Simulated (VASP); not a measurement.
Energy against volume of Sr (fcc). Method: vdW-DF-cx, VASP's PBE PAW potentials (set 64) (plane waves; VASP).

| V (Å³/atom) | E (eV/atom) |
|---|---|
| 48.752 | 0.55450 |
| 50.308 | 0.54843 |
| 51.864 | 0.54639 |
| 53.420 | 0.54781 |
| 54.976 | 0.55241 |

Fit a third-order Birch-Murnaghan equation of state.

| Quantity | Result |
|---|---|
| volume per atom | 51.97 Å³/atom |
| bulk modulus | 120 kbar |
| pressure derivative of the bulk modulus | 3.03 |
| lattice constant a | 592.4 pm |

Measured: bulk modulus 12.5 GPa at 0 K (computed value off by -3.8 %), as given by H. Levämäki et al., Physical Review B (2014), arXiv:1402.3671 [corrected for temperature and zero-point phonon effects]; a 6.045 Å at 0 K (computed value off by -2.0 %), as given by Gábor I. Csonka et al., Physical Review B (2009), arXiv:0903.4037 [low-temperature or extrapolated to 0 K; zero-point anharmonic expansion removed].

The compound is Sr in the fcc structure. It was relaxed first, which changed the volume by -8 %.
